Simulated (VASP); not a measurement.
```
CELL_PARAMETERS angstrom
      3.54723    -3.88905     0.04125
      3.54723     3.88905     0.04125
     -2.53809     0.00000     3.38808
ATOMIC_POSITIONS crystal
  Mg 0.29546 0.70454 0.50000
  Mg 0.70454 0.29546 0.50000
  Mg 0.00000 0.00000 0.00000
  Si 0.70720 0.70720 0.21054
  Si 0.29280 0.29280 0.78946
```

Level of theory: PBEsol GGA, VASP's PBE PAW potentials (set 64) (plane waves; VASP). Run with 400 eV cut-off, Gaussian smearing of 0.050 eV, potentials Mg Si.

### Question
Give the energies of bands 2 to 10 at the high-symmetry points, in eV from the Fermi level.

### Answer

```csv
band,Γ,A,I2,M2,Y,V2
2,-5.67,-7.59,-7.50,-7.54,-6.63,-8.44
3,-4.72,-5.00,-5.37,-5.05,-5.96,-3.43
4,-2.26,-4.26,-4.75,-4.26,-5.41,-3.20
5,-1.87,-3.31,-2.05,-3.31,-2.69,-1.79
6,-1.84,-2.71,-1.77,-2.80,-0.57,-1.23
7,-0.55,-0.73,-0.85,-0.74,1.39,-0.74
8,-0.23,1.46,0.08,1.38,1.46,0.47
9,0.57,2.19,0.53,2.16,3.47,0.75
10,1.54,2.63,1.45,2.76,3.60,1.79
```

It has no gap at this level: it comes out as a metal or semimetal.

The structure comes from a computed database's Mg3Si2 entry (C2/m); how it stands against other phases isn't given here. It was relaxed first.
